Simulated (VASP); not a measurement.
Input:

```yaml
crystal:
  lattice:
    - [6.09402, 0.00000, 0.00000]
    - [0.00000, 6.09402, 0.00000]
    - [0.00000, 0.00000, 6.09402]
  atoms:
    - { symbol: Ga, position: [0.00877, 0.99123, 0.99123] }
    - { symbol: Ga, position: [0.49123, 0.50877, 0.99123] }
    - { symbol: Ga, position: [0.49123, 0.99123, 0.50877] }
    - { symbol: Ga, position: [0.00877, 0.50877, 0.50877] }
    - { symbol: Sb, position: [0.25000, 0.25000, 0.25000] }
    - { symbol: Sb, position: [0.75000, 0.75000, 0.25000] }
    - { symbol: Sb, position: [0.75000, 0.25000, 0.75000] }
    - { symbol: As, position: [0.25000, 0.75000, 0.75000] }
```

Level of theory: PBE GGA, VASP's PBE PAW potentials (set 64) (plane waves; VASP 6.6.1). Settings: 400 eV cut-off, Gaussian smearing of 0.050 eV, potentials Ga_d Sb As.

Problem. Give the energies of bands 29 to 42 at the high-symmetry points, in eV from the Fermi level.

Solution. 
| band | Γ | X | M | R |
|---|---|---|---|---|
| 29 | -2.58 | -3.23 | -3.15 | -1.45 |
| 30 | -2.58 | -3.23 | -3.09 | -1.45 |
| 31 | -2.37 | -2.98 | -3.09 | -1.45 |
| 32 | -2.37 | -2.96 | -2.92 | -0.96 |
| 33 | -2.37 | -1.76 | -1.37 | -0.96 |
| 34 | -0.31 | -1.76 | -1.37 | -0.96 |
| 35 | 0.01 | -1.38 | -1.05 | -0.78 |
| 36 | 0.01 | -1.38 | -0.85 | -0.78 |
| 37 | 0.01 | 1.30 | 1.71 | -0.17 |
| 38 | 1.07 | 1.52 | 1.89 | 0.60 |
| 39 | 1.07 | 2.55 | 2.27 | 0.60 |
| 40 | 1.07 | 2.81 | 2.27 | 0.60 |
| 41 | 1.31 | 3.63 | 4.32 | 3.74 |
| 42 | 1.31 | 3.64 | 4.57 | 3.79 |

It has no gap at this level: it comes out as a metal or semimetal.

The structure was generated: Ga4AsSb3 was put into an ordered model structure (P-43m), which need not be its known phase. It was relaxed first, which changed the volume by +5 %.
